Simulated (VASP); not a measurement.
Output of a VASP run:

**OUTCAR**
```
 ion  position               nearest neighbor table
   1  0.333  0.667  0.250-   2 3.09   2 3.09   2 3.15   2 3.15   2 3.16   2 3.16
   2  0.686  0.353  0.750-   1 3.09   1 3.09   1 3.15   1 3.15   1 3.16   1 3.16
  LATTYP: Found a base centered orthorhombic cell.
 ALAT       =     3.1110140000
 B/A-ratio  =     1.8193193602
 C/A-ratio  =     1.6279460652
 Subroutine PRICEL returns:
 Original cell was already a primitive cell.
 Subroutine GETGRP returns: Found  4 space group operations
The static configuration has the point symmetry C_1 .
 The point group associated with its full space group is C_2h.
The dynamic configuration has the point symmetry C_1 .
 Subroutine INISYM returns: Found  4 space group operations
 Subroutine IBZKPT returns following result:
 Found    102 irreducible k-points:

 Following reciprocal coordinates:
            Coordinates               Weight
  0.000000  0.000000  0.000000      1.000000
  0.125000  0.000000  0.000000      2.000000
  0.000000  0.125000  0.000000      2.000000
  0.250000  0.000000  0.000000      2.000000
  0.000000  0.250000  0.000000      2.000000
  0.375000  0.000000  0.000000      2.000000
  0.000000  0.375000  0.000000      2.000000
  0.500000  0.000000  0.000000      1.000000
  0.000000  0.500000  0.000000      1.000000
  0.125000  0.125000  0.000000      2.000000
  0.250000  0.125000  0.000000      2.000000
  0.125000  0.250000  0.000000      2.000000
  0.375000  0.125000  0.000000      2.000000
  0.125000  0.375000  0.000000      2.000000
  0.500000  0.125000  0.000000      2.000000
  0.125000  0.500000  0.000000      2.000000
 -0.375000  0.125000  0.000000      2.000000
  0.125000 -0.375000  0.000000      2.000000
 -0.250000  0.125000  0.000000      2.000000
  0.125000 -0.250000  0.000000      2.000000
 -0.125000  0.125000  0.000000      2.000000
  0.250000  0.250000  0.000000      2.000000
  0.375000  0.250000  0.000000      2.000000
  0.250000  0.375000  0.000000      2.000000
  0.500000  0.250000  0.000000      2.000000
  0.250000  0.500000  0.000000      2.000000
 -0.375000  0.250000  0.000000      2.000000
  0.250000 -0.375000  0.000000      2.000000
 -0.250000  0.250000  0.000000      2.000000
  0.375000  0.375000  0.000000      2.000000
  0.500000  0.375000  0.000000      2.000000
  0.375000  0.500000  0.000000      2.000000
 -0.375000  0.375000  0.000000      2.000000
  0.500000  0.500000  0.000000      1.000000
  0.000000  0.000000  0.200000      2.000000
  0.125000  0.000000  0.200000      4.000000
  0.000000  0.125000 -0.200000      4.000000
  0.250000  0.000000  0.200000      4.000000
  0.000000  0.250000 -0.200000      4.000000
  0.375000  0.000000  0.200000      4.000000
   k-points           NKPTS =    102   k-points in BZ     NKDIM =    102   number of bands    NBANDS=     14
   number of dos      NEDOS =    301   number of ions     NIONS =      2
   total plane-waves  NPLWV =  20736
   dimension x,y,z NGX =    24 NGY =   24 NGZ =   36
   dimension x,y,z NGXF=    48 NGYF=   48 NGZF=   72
   ions per type =               2
   PREC   = accura    normal or accurate (medium, high low for compatibility)
   ISTART =      0    job   : 0-new  1-cont  2-samecut
   ICHARG =      2    charge: 1-file 2-atom 10-const
   ISPIN  =      1    spin polarized calculation?
   LNONCOLLINEAR =      F non collinear calculations
   LSORBIT =      F    spin-orbit coupling
   INIWAV =      1    electr: 0-lowe 1-rand  2-diag
   ENCUT  =  400.0 eV  29.40 Ry    5.42 a.u.   5.27  5.27  8.26*2*pi/ulx,y,z
   NELM   =    100;   NELMIN=  2; NELMDL= -5     # of ELM steps
   EDIFF  = 0.1E-05   stopping-criterion for ELM
   LREAL  =      F    real-space projection
   NLSPLINE    = F    spline interpolate recip. space projectors
   LMAXMIX     =    6 max onsite mixed and CHGCAR
   VOSKOWN=      0    Vosko Wilk Nusair interpolation
   EDIFFG = 0.1E-04   stopping-criterion for IOM
...
```

OSZICAR:
```
       N       E                     dE             d eps       ncg     rms          rms(c)
DAV:   1     0.404378008949E+02    0.40438E+02   -0.10296E+04  2888   0.111E+03
DAV:   2    -0.188173330019E+02   -0.59255E+02   -0.58082E+02  3642   0.238E+02
DAV:   3    -0.205173093456E+02   -0.17000E+01   -0.16681E+01  3834   0.281E+01
DAV:   4    -0.205329857479E+02   -0.15676E-01   -0.15673E-01  3366   0.338E+00
DAV:   5    -0.205332212830E+02   -0.23554E-03   -0.23552E-03  3996   0.338E-01    0.656E+01
DAV:   6    -0.200116470171E+02    0.52157E+00   -0.50201E-01  3084   0.547E+00    0.389E+01
DAV:   7    -0.198303395395E+02    0.18131E+00   -0.85071E-01  3078   0.681E+00    0.193E+00
DAV:   8    -0.198196381772E+02    0.10701E-01   -0.56080E-02  3180   0.181E+00    0.913E-01
DAV:   9    -0.198197849107E+02   -0.14673E-03   -0.14869E-03  4014   0.316E-01    0.234E-01
DAV:  10    -0.198197649697E+02    0.19941E-04   -0.35241E-05  3348   0.484E-02    0.844E-02
DAV:  11    -0.198197691184E+02   -0.41488E-05   -0.87795E-06  3726   0.244E-02    0.133E-02
DAV:  12    -0.198197693994E+02   -0.28098E-06   -0.10397E-06  2406   0.798E-03
   1 F= -.19819769E+02 E0= -.19819628E+02  d E =-.424596E-03
```

OUTCAR:
```
------------------------ aborting loop because EDIFF is reached ----------------------------------------
  FORCE on cell =-STRESS in cart. coord.  units (eV):
  Direction    XX          YY          ZZ          XY          YZ          ZX
  --------------------------------------------------------------------------------------
  Total        1.4400476     -0.8333352      0.0745926     -0.1801016      0.0000000      0.0000000
  in kB       51.7443087    -29.9437008      2.6802894     -6.4714756      0.0000000      0.0000000
  external PRESSURE =       8.1602991 kB  Pullay stress =       0.0000000 kB
  volume of cell :       44.59
      direct lattice vectors                 reciprocal lattice vectors
     1.555507000 -2.829964000  0.000000000     0.321438605 -0.176680693  0.000000000
     1.555507000  2.829964000  0.000000000     0.321438605  0.176680693  0.000000000
     0.000000000  0.000000000  5.064563000     0.000000000  0.000000000  0.197450402
 POSITION                                       TOTAL-FORCE (eV/Angst)
 -----------------------------------------------------------------------------------
      1.55551      0.94332      1.26614         0.153313     -0.110659      0.000000
      1.61562     -0.94332      3.79842        -0.153313      0.110659      0.000000
 -----------------------------------------------------------------------------------
    total drift:                                0.000005     -0.000000      0.000000
  FREE ENERGIE OF THE ION-ELECTRON SYSTEM (eV)
  ---------------------------------------------------
  free  energy   TOTEN  =       -19.8197693994 eV

  energy  without entropy=      -19.8193448037  energy(sigma->0) =      -19.81962787
```
(Selected blocks of OUTCAR.)

**POSCAR**
```
Hf
1
    1.5555070000    -2.8299640000     0.0000000000
    1.5555070000     2.8299640000     0.0000000000
    0.0000000000     0.0000000000     5.0645630000
Hf
2
Direct
  0.3333330000   0.6666670000   0.2500000000
  0.6859900000   0.3526560000   0.7500000000
```

Question: Reconstruct the remaining input files.

Answer: Several could match; the one computed here: the input of the run itself, PBE GGA, plane waves, VASP's PBE PAW potentials (set 64).

File KPOINTS:
```
Automatic mesh
0
Gamma
8 8 5
0 0 0
```

**INCAR**
```
ALGO = Normal
EDIFF = 1E-6
ENCUT = 400
GGA = PE
ISIF = 2
ISMEAR = 1
LASPH = .TRUE.
LCHARG = .FALSE.
LMAXMIX = 6
LREAL = .FALSE.
LWAVE = .FALSE.
NELM = 100
PREC = Accurate
SIGMA = 0.1
SYSTEM = Hf
```

POTCAR, in this order: Hf_pv (PBE.64 set). Program: vasp_std.

The compound is Hf in the hcp structure. The cell was not relaxed at this level, atoms are displaced from their ideal sites. The run is one of a series of settings (KPOINTS 8×8×5 Γ-centred mesh against the base run), some of them coarse on purpose.
